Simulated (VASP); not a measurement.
# Si3Ge: relaxation of cell and atoms with PBE

Si3Ge:

```
Si Ge
1.0
     3.90308    0.00000    0.00000
    -1.95154    3.38017    0.00000
     0.00000    0.00000    6.44100
Si Ge
3 1
Direct
  0.66667 0.33333 0.93293
  0.33333 0.66667 0.44139
  0.66667 0.33333 0.56280
  0.33333 0.66667 0.06272
```

The cell was built by a generator and needn't be a form met in nature.

- Program: VASP 6.6.1
- Task: relaxation of cell and atoms
- Functional: PBE
- Potentials or basis: VASP PAW PBE potentials, release 64 (Si, Ge_d)
- Cutoff: 520 eV
- k mesh: 10 × 10 × 6
- Occupations: gaussian, width 0.1 eV
- Spin: no spin polarisation
- Further INCAR settings: ALGO = Normal; EDIFF = 1e-06; IBRION = 2; EDIFFG = -0.01; NSW = 90; ISIF = 3

- Relaxed volume: 21.13 Å³/atom
- Relaxed cell: a = 3.895 Å, b = 3.895 Å, c = 6.432 Å, α = 90.00°, β = 90.00°, γ = 120.00°
- Space group after relaxing (to 0.05 Å): P3m1 (No. 156)
- Energy gained by relaxing: 0.2 meV/atom
- Ionic steps: 6
- Pressure after relaxing: 0.0 GPa
- Largest force after relaxing: 0.007 eV/Å
- Band gap on the k mesh: 0.43 eV, indirect (least direct gap 0.63 eV)

Forces on the atoms (eV/Å):
```
Si   0.000  0.000 -0.005
Si   0.000  0.000  0.003
Si   0.000  0.000 -0.004
Ge   0.000  0.000  0.007
```

Step by step:
```tsv
step	energy change (eV)	largest force (eV/Å)	pressure (GPa)	volume (Å³)
1	0.0000	0.0427	-0.42	84.98
2	-0.0006	0.0211	0.20	84.30
3	-0.0008	0.0252	0.06	84.48
4	-0.0008	0.0262	-0.02	84.50
5	-0.0008	0.0248	0.05	84.49
6	-0.0008	0.0065	-0.02	84.50
```

Final structure:
```
Si Ge
1.0
     3.89478    0.00000    0.00000
    -1.94739    3.37298    0.00000
     0.00000    0.00000    6.43246
Si Ge
3 1
Direct
  0.66667 0.33333 0.93249
  0.33333 0.66667 0.44164
  0.66667 0.33333 0.56263
  0.33333 0.66667 0.06308
```

Levels at points of the mesh, in eV from the valence-band top:
```
           k point  band 11  band 12  band 13  band 14  band 15  band 16
(0.00, 0.00, 0.00)    -0.36     0.00     0.00     0.63     1.99     1.99
(0.50, 0.00, 0.00)    -3.08    -2.93    -1.47     0.43     2.15     3.14
(0.00, 0.00, 0.50)    -1.14    -0.77    -0.77     1.40     1.52     2.78
(0.50, 0.00, 0.50)    -2.55    -2.39    -2.32     0.61     0.91     1.63
```

Run time: 82 s on 4 MPI ranks on Intel(R) Xeon(R) Platinum 8259CL CPU @ 2.50GHz (Skylake/Cascade Lake), on a shared host, peak memory 0.28 GiB a rank.

A k mesh can miss the band edges. A hybrid or GW would open this gap; PBE tends to underestimate it.
